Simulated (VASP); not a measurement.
Computed with vdW-DF-cx, VASP's PBE PAW potentials (set 64) (plane waves; VASP).

The input files of a VASP run:

### INCAR
```
AGGAC = 0.0
ALGO = Normal
EDIFF = 1E-7
ENCUT = 520
GGA = CX
ICHARG = 11
ISMEAR = 0
LASPH = .TRUE.
LCHARG = .FALSE.
LMAXMIX = 4
LORBIT = 11
LREAL = .FALSE.
LUSE_VDW = .TRUE.
LWAVE = .FALSE.
NELM = 100
PREC = Accurate
SIGMA = 0.05
SYSTEM = KI
```

**KPOINTS**
```
k-points along high-symmetry lines
15
Line-mode
Reciprocal
  0.000000   0.000000   0.000000 ! GAMMA
  0.500000   0.000000   0.500000 ! X

  0.500000   0.000000   0.500000 ! X
  0.625000   0.250000   0.625000 ! U

  0.375000   0.375000   0.750000 ! K
  0.000000   0.000000   0.000000 ! GAMMA

  0.000000   0.000000   0.000000 ! GAMMA
  0.500000   0.500000   0.500000 ! L

  0.500000   0.500000   0.500000 ! L
  0.500000   0.250000   0.750000 ! W

  0.500000   0.250000   0.750000 ! W
  0.500000   0.000000   0.500000 ! X
```

File POSCAR:
```
KI
4.9992450
  0.0000000000   0.7071067731   0.7071067731
  0.7071067731   0.0000000000   0.7071067731
  0.7071067731   0.7071067731   0.0000000000
K I
1 1
Cartesian
  0.0000000000   0.0000000000   0.0000000000
  0.7071067731   0.7071067731   0.7071067731
```

POTCAR, in this order: K_sv I (PBE.64 set). Program: vasp_std. Read from the step before: CHGCAR.

Output of the run:

**OSZICAR**
```
       N       E                     dE             d eps       ncg     rms          rms(c)
DAV:   1     0.991383611550E+02    0.99138E+02   -0.66485E+03  2160   0.113E+03
DAV:   2     0.545749775057E+01   -0.93681E+02   -0.86980E+02  2552   0.248E+02
DAV:   3    -0.719519594274E+00   -0.61770E+01   -0.61396E+01  2848   0.585E+01
DAV:   4    -0.107267438285E+01   -0.35315E+00   -0.35278E+00  4012   0.117E+01
DAV:   5    -0.107433252409E+01   -0.16581E-02   -0.16581E-02  2784   0.801E-01
DAV:   6    -0.107436190072E+01   -0.29377E-04   -0.29376E-04  3124   0.967E-02
DAV:   7    -0.107436265165E+01   -0.75093E-06   -0.75096E-06  3320   0.147E-02
DAV:   8    -0.107436266779E+01   -0.16145E-07   -0.16134E-07  2616   0.211E-03
   1 F= -.10743627E+01 E0= -.10743627E+01  d E =-.548988E-19
```

File OUTCAR:
```
 val. band max:       -0.4646275741   @ k =   0.0000   0.0000   0.0000

 cond. band min:       3.5518416723   @ k =   0.0000   0.0000   0.0000



 k-point     1 :       0.0000    0.0000    0.0000
  band No.  band energies     occupation
      1     -28.8495      2.00000
      2     -12.4038      2.00000
      3     -12.4038      2.00000
      4     -12.4038      2.00000
      5     -10.9800      2.00000
      6      -0.4646      2.00000
      7      -0.4646      2.00000
      8      -0.4646      2.00000
      9       3.5518      0.00000
     10       6.0662      0.00000
     11       6.0662      0.00000
     12       6.0662      0.00000

 k-point     2 :       0.0357    0.0000    0.0357
  band No.  band energies     occupation
      1     -28.8495      2.00000
      2     -12.4063      2.00000
      3     -12.4041      2.00000
      4     -12.4041      2.00000
      5     -10.9751      2.00000
      6      -0.4961      2.00000
      7      -0.4704      2.00000
      8      -0.4704      2.00000
      9       3.5974      0.00000
     10       6.0300      0.00000
     11       6.0974      0.00000
     12       6.0974      0.00000

 k-point     3 :       0.0714    0.0000    0.0714
  band No.  band energies     occupation
      1     -28.8494      2.00000
      2     -12.4134      2.00000
      3     -12.4047      2.00000
      4     -12.4047      2.00000
      5     -10.9610      2.00000
      6      -0.5834      2.00000
      7      -0.4874      2.00000
      8      -0.4874      2.00000
      9       3.7259      0.00000
     10       5.9296      0.00000
     11       6.1904      0.00000
     12       6.1904      0.00000

 k-point     4 :       0.1071    0.0000    0.1071
  band No.  band energies     occupation
      1     -28.8492      2.00000
      2     -12.4236      2.00000
      3     -12.4058      2.00000
      4     -12.4058      2.00000
      5     -10.9400      2.00000
      6      -0.7092      2.00000
      7      -0.5140      2.00000
...
```

The density is held fixed in this step, so its total energy and stress have no physical meaning. Unless said otherwise, spin-orbit coupling is left out, though it shifts the bands of the heavy elements here.

The compound is KI in the rock salt structure. The cell was not relaxed at this level.
